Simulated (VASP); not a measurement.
Cost and result of VASP (PAW) for the lattice constant a of MgO (rock salt). Static lattice. The cost counts the five points of the equation of state, each on the mesh and cut-off of its row, so the ratios hold those differences too. With PBE it took about 30 core-seconds. The timings are rough (shared machines, no repeats); factors under 2 mean little.

Measured: 4.189 Å at 0 K (as given by Daniel Mejia-Rodriguez et al., Physical Review B (2018), arXiv:1807.09216; static lattice: zero-point anharmonic expansion removed).

```json
[
 {"level": "LDA", "k-mesh": "11×11×11", "cut-off (eV)": "520", "lattice constant a (Å)": "4.148", "error (%)": "-1.0", "cost over PBE": "within a factor of 2"},
 {"level": "PBEsol", "k-mesh": "11×11×11", "cut-off (eV)": "520", "lattice constant a (Å)": "4.212", "error (%)": "+0.5", "cost over PBE": "within a factor of 2"},
 {"level": "PBE", "k-mesh": "11×11×11", "cut-off (eV)": "520", "lattice constant a (Å)": "4.249", "error (%)": "+1.4", "cost over PBE": "reference"},
 {"level": "r2SCAN", "k-mesh": "11×11×11", "cut-off (eV)": "520", "lattice constant a (Å)": "[?]", "error (%)": "[?]", "cost over PBE": "about 7 times"},
 {"level": "SCAN", "k-mesh": "11×11×11", "cut-off (eV)": "520", "lattice constant a (Å)": "4.187", "error (%)": "-0.1", "cost over PBE": "about 7 times"},
 {"level": "PBE0", "k-mesh": "8×8×8", "cut-off (eV)": "520", "lattice constant a (Å)": "[?]", "error (%)": "[?]", "cost over PBE": "[?]"}
]
```

**Question.** What belongs in the gaps?

**Answer.** 
- r2SCAN, lattice constant a (Å): 4.197
- r2SCAN, error (%): +0.2
- PBE0, lattice constant a (Å): 4.201
- PBE0, error (%): +0.3
- PBE0, cost over PBE: about 100 times

Left out are levels that failed, ran on another kind of processor or have no fit band path; at most nine are shown.

The compound is MgO in the rock salt structure.
